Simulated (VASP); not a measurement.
Input of a VASP 6.6.1 run:

The input INCAR:

```
  ALGO = Normal
  EDIFF = 1E-7
  ENCUT = 520
  GGA = PE
  ISIF = 2
  ISMEAR = -1
  ISPIN = 2
  KPAR = 4
  LASPH = True
  LCHARG = True
  LMAXMIX = 4
  LORBIT = 11
  LREAL = False
  LVHAR = True
  LWAVE = False
  MAGMOM = 0 0 3 3 0 0 0 0 0
  NBANDS = 47
  NELM = 100
  PREC = Accurate
  SIGMA = 0.05
```

The input KPOINTS:

```
k-points
0
Gamma
  5 5 4
```

Contents of POSCAR:

```
CsLiCr2Te2S3
1.0
    3.4216200000     -5.1806900000      0.0078400000
    3.4216200000      5.1806900000      0.0078400000
   -2.9041100000      0.0000000000      7.4309300000
Cs Li Cr Te S
1 1 2 2 3
Direct
    0.0937400000      0.0937400000      0.0085300000
    0.5887500000      0.5887500000      0.5533600000
    0.0564600000      0.4675500000      0.5579000000
    0.4675500000      0.0564600000      0.5579000000
    0.5648600000      0.8735700000      0.2903500000
    0.8735700000      0.5648600000      0.2903500000
    0.8115100000      0.3969700000      0.7334700000
    0.3969700000      0.8115100000      0.7334700000
    0.2140400000      0.2140400000      0.4837100000
```

Potentials or basis: VASP PAW PBE potentials, release 64 (Cs_sv, Li_sv, Cr_pv, Te, S).

Run with:

```bash
$ cat potpaw_PBE.64/Cs_sv/POTCAR potpaw_PBE.64/Li_sv/POTCAR potpaw_PBE.64/Cr_pv/POTCAR potpaw_PBE.64/Te/POTCAR potpaw_PBE.64/S/POTCAR > POTCAR
$ mpirun -np 4 vasp_std > vasp.out
```

Problem. Estimate the band gap on the k mesh.

Solution. None (metal or under the smearing width).

Problem. Estimate the site moments.

Solution. Cs -0.00; Li +0.00; Cr +2.27; Te -0.19; S -0.08 μB.

Problem. Estimate the largest force.

Solution. 0.012 eV/Å.

Problem. Estimate the net moment.

Solution. 4.01 μB per cell.

Forces in eV/Å, atoms in the order of the input:
```
Cs   0.003  0.000 -0.002
Li  -0.004  0.000  0.004
Cr   0.001 -0.001  0.002
Cr   0.001  0.001  0.002
Te   0.005  0.010 -0.005
Te   0.005 -0.010 -0.005
S   -0.007  0.006  0.003
S   -0.007 -0.006  0.003
S    0.002  0.000 -0.001
```

Caveat: only a ferromagnetic start was run, and an antiferromagnetic order may lie lower in energy. The run has no spin-orbit coupling, so splittings on Cs, Te are missing.
